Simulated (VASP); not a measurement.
Set up this calculation in VASP 6.6.1, as the native input.

```yaml
Task: relaxation of cell and atoms
Functional: PBE
Potentials_or_basis: VASP PAW PBE potentials, release 64 (Hf_pv, Si, B)
Cutoff: 520 eV
k_mesh: 10 × 6 × 6
Occupations: gaussian, width 0.1 eV
Spin: no spin polarisation
Further_INCAR_settings: ALGO = Normal; EDIFF = 1e-06; IBRION = 2; EDIFFG = -0.01; NSW = 90; ISIF = 3
```

The structure of HfSi2B4 lies in POSCAR:

```
HfSi2B4
1.0
    3.1760000000      0.0000000000      0.0000000000
    0.0000000000      4.6120000000      0.0000000000
    0.0000000000      0.0000000000      5.2650000000
Hf Si B
1 2 4
Direct
    0.5000000000      0.0000000000      0.0000000000
    0.5000000000      0.5000000000      0.7574548900
    0.5000000000      0.5000000000      0.2425451100
    0.0000000000      0.8083261100      0.6662868000
    0.0000000000      0.8083261100      0.3337132000
    0.0000000000      0.1916738900      0.3337132000
    0.0000000000      0.1916738900      0.6662868000
```

The cell was built by a generator and needn't be a form met in nature.

The input as run:

INCAR

```
SYSTEM = HfSi2B4
ALGO = Normal
EDIFF = 1E-6
EDIFFG = -0.01
ENCUT = 520
GGA = PE
IBRION = 2
ISIF = 3
ISMEAR = 0
KPAR = 4
LASPH = .TRUE.
LCHARG = .FALSE.
LREAL = .FALSE.
LWAVE = .FALSE.
NELM = 120
NSW = 90
PREC = Accurate
SIGMA = 0.1
```

KPOINTS

```
k-points
0
G
  10 6 6
  0 0 0
```

Potentials or basis: VASP PAW PBE potentials, release 64 (Hf_pv, Si, B).

Command:

```sh
$ cat potpaw_PBE.64/Hf_pv/POTCAR potpaw_PBE.64/Si/POTCAR potpaw_PBE.64/B/POTCAR > POTCAR
$ mpirun -np 4 vasp_std > vasp.out
```

It gave:

The relaxed volume is 11.01 Å³/atom. The relaxed cell is a = 3.179 Å, b = 4.599 Å, c = 5.271 Å, α = 90.00°, β = 90.00°, γ = 90.00°. The space group after relaxing (to 0.05 Å) is Pmmm (No. 47) and the energy gained by relaxing is 0.9 meV/atom. The ionic steps are 8, the pressure after relaxing is 0.0 GPa and the largest force after relaxing is 0.004 eV/Å. The band gap on the k mesh is none (metal or under the smearing width).

Run time: 88 s on 4 MPI ranks on Intel(R) Xeon(R) Platinum 8375C CPU @ 2.90GHz (Ice Lake), on a shared host, peak memory 0.3 GiB a rank.
